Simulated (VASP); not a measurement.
Output of a VASP run:

OSZICAR:
```
...
RMM:   3    -0.226825170180E+03   -0.98781E-04   -0.13906E-03   369   0.703E-02    0.623E-02
RMM:   4    -0.226825174565E+03   -0.43855E-05   -0.26646E-04   370   0.326E-02    0.406E-02
RMM:   5    -0.226825177558E+03   -0.29932E-05   -0.69954E-05   347   0.169E-02
  26 F= -.22682518E+03 E0= -.22682518E+03  d E =-.964152E-02
       N       E                     dE             d eps       ncg     rms          rms(c)
DAV:   1    -0.226826761251E+03   -0.15867E-02   -0.73316E-01   368   0.137E+00    0.437E-01
RMM:   2    -0.226829838850E+03   -0.30776E-02   -0.37367E-02   368   0.311E-01    0.120E-01
RMM:   3    -0.226830175337E+03   -0.33649E-03   -0.41298E-03   368   0.126E-01    0.113E-01
RMM:   4    -0.226830224569E+03   -0.49232E-04   -0.92227E-04   372   0.591E-02    0.718E-02
RMM:   5    -0.226830244120E+03   -0.19551E-04   -0.22727E-04   368   0.310E-02    0.117E-02
RMM:   6    -0.226830251036E+03   -0.69168E-05   -0.59461E-05   316   0.156E-02
  27 F= -.22683025E+03 E0= -.22683025E+03  d E =-.507348E-02
       N       E                     dE             d eps       ncg     rms          rms(c)
DAV:   1    -0.226830283499E+03   -0.39379E-04   -0.52989E-02   400   0.369E-01    0.118E-01
RMM:   2    -0.226830515526E+03   -0.23203E-03   -0.27821E-03   368   0.847E-02    0.315E-02
RMM:   3    -0.226830541902E+03   -0.26376E-04   -0.31096E-04   368   0.345E-02    0.321E-02
RMM:   4    -0.226830546157E+03   -0.42555E-05   -0.67410E-05   320   0.162E-02
  28 F= -.22683055E+03 E0= -.22683055E+03  d E =-.536860E-02
       N       E                     dE             d eps       ncg     rms          rms(c)
DAV:   1    -0.226831002987E+03   -0.46109E-03   -0.47605E-01   368   0.113E+00    0.372E-01
RMM:   2    -0.226833027838E+03   -0.20249E-02   -0.23214E-02   368   0.252E-01    0.969E-02
RMM:   3    -0.226833246117E+03   -0.21828E-03   -0.26778E-03   369   0.102E-01    0.101E-01
RMM:   4    -0.226833265082E+03   -0.18965E-04   -0.53629E-04   368   0.479E-02    0.578E-02
RMM:   5    -0.226833280211E+03   -0.15129E-04   -0.16529E-04   369   0.260E-02    0.143E-02
RMM:   6    -0.226833285735E+03   -0.55236E-05   -0.44968E-05   274   0.132E-02
  29 F= -.22683329E+03 E0= -.22683329E+03  d E =-.273958E-02
       N       E                     dE             d eps       ncg     rms          rms(c)
DAV:   1    -0.226833263924E+03    0.16287E-04   -0.47838E-02   400   0.358E-01    0.118E-01
RMM:   2    -0.226833474392E+03   -0.21047E-03   -0.23846E-03   368   0.807E-02    0.301E-02
RMM:   3    -0.226833496803E+03   -0.22411E-04   -0.27625E-04   369   0.329E-02    0.333E-02
RMM:   4    -0.226833498733E+03   -0.19304E-05   -0.54575E-05   311   0.154E-02
  30 F= -.22683350E+03 E0= -.22683350E+03  d E =-.295258E-02
       N       E                     dE             d eps       ncg     rms          rms(c)
DAV:   1    -0.226832991044E+03    0.50576E-03   -0.47210E-01   368   0.113E+00    0.345E-01
RMM:   2    -0.226835081761E+03   -0.20907E-02   -0.23715E-02   368   0.254E-01    0.916E-02
RMM:   3    -0.226835307756E+03   -0.22599E-03   -0.26663E-03   369   0.102E-01    0.100E-01
RMM:   4    -0.226835330142E+03   -0.22386E-04   -0.52097E-04   369   0.476E-02    0.612E-02
RMM:   5    -0.226835345620E+03   -0.15478E-04   -0.15898E-04   368   0.257E-02    0.981E-03
RMM:   6    -0.226835350595E+03   -0.49743E-05   -0.40418E-05   263   0.128E-02
  31 F= -.22683535E+03 E0= -.22683535E+03  d E =-.185186E-02
```

File OUTCAR:
```
------------------------ aborting loop because EDIFF is reached ----------------------------------------
  FORCE on cell =-STRESS in cart. coord.  units (eV):
  Direction    XX          YY          ZZ          XY          YZ          ZX
  --------------------------------------------------------------------------------------
  Total        9.5863583      9.7420476      5.0364032      0.1474965      0.1536784     -0.0180799
  in kB        6.1870536      6.2875358      3.2505041      0.0951945      0.0991844     -0.0116688
  external PRESSURE =       5.2416978 kB  Pullay stress =       0.0000000 kB
  volume of cell :     2482.45
      direct lattice vectors                 reciprocal lattice vectors
    13.844989199  0.000000000  0.000000000     0.072228298  0.041701025  0.000000000
    -6.922494599 11.990112945  0.000000000     0.000000000  0.083402050  0.000000000
     0.000000000  0.000000000 14.954244053     0.000000000  0.000000000  0.066870649
  FREE ENERGIE OF THE ION-ELECTRON SYSTEM (eV)
  ---------------------------------------------------
  free  energy   TOTEN  =      -226.8353505948 eV

  energy  without entropy=     -226.8353505948  energy(sigma->0) =     -226.83535059

 reached required accuracy - stopping structural energy minimisation
```
(Selected blocks of OUTCAR.)

**POSCAR**
```
Mg35Te37
1
   13.8449891988    -0.0000000000     0.0000000000
   -6.9224945992    11.9901129453     0.0000000000
    0.0000000000     0.0000000000    14.9542440534
Mg Te
35 37
Direct
  0.1111110000   0.2222220000   0.4979950000
  0.2222220000   0.1111110000   0.2479950000
  0.1111110000   0.2222220000   0.9979950000
  0.2222220000   0.1111110000   0.7479950000
  0.1111110000   0.5555560000   0.4979950000
  0.2222220000   0.4444440000   0.2479950000
  0.1111110000   0.5555560000   0.9979950000
  0.2222220000   0.4444440000   0.7479950000
  0.1111110000   0.8888890000   0.4979950000
  0.2222220000   0.7777780000   0.2479950000
  0.1111110000   0.8888890000   0.9979950000
  0.2222220000   0.7777780000   0.7479950000
  0.4444440000   0.2222220000   0.4979950000
  0.5555560000   0.1111110000   0.2479950000
  0.4444440000   0.2222220000   0.9979950000
  0.5555560000   0.1111110000   0.7479950000
  0.5555560000   0.4444440000   0.2479950000
  0.4444440000   0.5555560000   0.9979950000
  0.5555560000   0.4444440000   0.7479950000
  0.4444440000   0.8888890000   0.4979950000
  0.5555560000   0.7777780000   0.2479950000
  0.4444440000   0.8888890000   0.9979950000
  0.5555560000   0.7777780000   0.7479950000
  0.7777780000   0.2222220000   0.4979950000
  0.8888890000   0.1111110000   0.2479950000
  0.7777780000   0.2222220000   0.9979950000
  0.8888890000   0.1111110000   0.7479950000
  0.7777780000   0.5555560000   0.4979950000
  0.8888890000   0.4444440000   0.2479950000
  0.7777780000   0.5555560000   0.9979950000
  0.8888890000   0.4444440000   0.7479950000
  0.7777780000   0.8888890000   0.4979950000
  0.8888890000   0.7777780000   0.2479950000
  0.7777780000   0.8888890000   0.9979950000
  0.8888890000   0.7777780000   0.7479950000
  0.1111110000   0.2222220000   0.1870050000
  0.2222220000   0.1111110000   0.4370050000
  0.1111110000   0.2222220000   0.6870050000
  0.2222220000   0.1111110000   0.9370050000
  0.1111110000   0.5555560000   0.1870050000
  0.2236990000   0.4420170000   0.4345170000
  0.1111110000   0.5555560000   0.6870050000
  0.2222220000   0.4444440000   0.9370050000
  0.1111110000   0.8888890000   0.1870050000
  0.2222220000   0.7777780000   0.4370050000
  0.1111110000   0.8888890000   0.6870050000
  0.2222220000   0.7777780000   0.9370050000
  0.4444440000   0.2222220000   0.1870050000
  0.5555560000   0.1111110000   0.4370050000
  0.4444440000   0.2222220000   0.6870050000
  0.5555560000   0.1111110000   0.9370050000
  0.4440130000   0.5525370000   0.4978020000
  0.4444440000   0.5555560000   0.1870050000
  0.5562790000   0.4461860000   0.4370450000
  0.4458130000   0.5571780000   0.6893500000
  0.5555560000   0.4444440000   0.9370050000
  0.4444440000   0.8888890000   0.1870050000
  0.5591520000   0.7816480000   0.4400100000
  0.4444440000   0.8888890000   0.6870050000
  0.5555560000   0.7777780000   0.9370050000
  0.7777780000   0.2222220000   0.1870050000
  0.8888890000   0.1111110000   0.4370050000
  0.7777780000   0.2222220000   0.6870050000
  0.8888890000   0.1111110000   0.9370050000
  0.7777780000   0.5555560000   0.1870050000
  0.8888890000   0.4444440000   0.4370050000
  0.7777780000   0.5555560000   0.6870050000
  0.8888890000   0.4444440000   0.9370050000
  0.7777780000   0.8888890000   0.1870050000
  0.8888890000   0.7777780000   0.4370050000
  0.7777780000   0.8888890000   0.6870050000
  0.8888890000   0.7777780000   0.9370050000
```

Reconstruct the remaining input files.

This is not unique; one that fits is the input of the run itself, PBE GGA, plane waves, VASP's PBE PAW potentials (set 64).

File KPOINTS:
```
Automatic mesh
0
Gamma
1 1 1
0 0 0
```

INCAR:
```
ALGO = Fast
EDIFF = 1E-5
EDIFFG = -0.03
ENCUT = 400
GGA = PE
IBRION = 2
ISIF = 2
ISMEAR = 0
ISYM = 0
LASPH = T
LCHARG = F
LMAXMIX = 4
LREAL = Auto
LWAVE = F
NELM = 100
NELMIN = 4
NSW = 60
PREC = Normal
SIGMA = 0.05
SYSTEM = Mg35Te37
```

POTCAR, in this order: Mg Te (PBE.64 set). Program: vasp_gam.

The supercell is sampled at Γ alone, which is coarse: total energies, pressure and levels can be off, energies of defects by several tenths of an eV.

The cell is a supercell with a defect, built from a database entry that may be metastable or hypothetical: Te_Mg. The run is not spin-polarised, so no state with unpaired spins was tried.
